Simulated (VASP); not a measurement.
Input:

```yaml
crystal:
  lattice:
    - [2.09772, -5.18704, 0.00000]
    - [2.09772, 5.18704, 0.00000]
    - [0.00000, 0.00000, 3.78702]
  atoms:
    - { symbol: Y, position: [0.14022, 0.85978, 0.25000] }
    - { symbol: Y, position: [0.85978, 0.14022, 0.75000] }
    - { symbol: Si, position: [0.42391, 0.57609, 0.25000] }
    - { symbol: Si, position: [0.57609, 0.42391, 0.75000] }
```

Calculation: LDA (Ceperley-Alder, Perdew-Zunger) with spin-orbit coupling, VASP's LDA PAW potentials (set 64) (plane waves; VASP). Settings: 400 eV cut-off, 7×7×7 Γ-centred mesh, Gaussian smearing of 0.050 eV, potentials Y_sv Si.

**Question.** Predict the energy per atom (σ→0), band gap (over mesh and band path) with the smallest direct gap where there is one.

**Answer.** 
The band gap (over mesh and band path) is none (metal, semimetal or under 0.01 eV) and the energy per atom (σ→0) is -7.413 eV/atom.

The structure comes from a computed database's YSi entry (Cmcm); how it stands against other phases isn't given here. It was relaxed first, which changed the volume by -5 %.
